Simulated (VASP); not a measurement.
Consider the following.

```
PbI2
1.0
    4.60356     0.00000     0.00000
   -2.30178     3.98680     0.00000
    0.00000     0.00000    17.74221
Pb I
1 2
Direct
  0.00000   0.00000   0.50000
  0.33333   0.66667   0.60546
  0.66667   0.33333   0.39454
```

Calculation: PBE GGA, VASP's PBE PAW potentials (set 64) (plane waves; VASP). Settings: 300 eV cut-off, 7×7×1 Γ-centred mesh, Gaussian smearing of 0.050 eV, potentials Pb_d I.

The cell holds a wide vacuum, so values per volume refer to the whole cell.

**Question.** Predict the energy per atom (σ→0).

**Answer.** 
```
Quantity                       Result
---------------------  --------------
energy per atom (σ→0)  -2.868 eV/atom
```

Only differences to runs with the same potentials and settings are physical.

The cell is a sheet with vacuum, built from a generated structure.
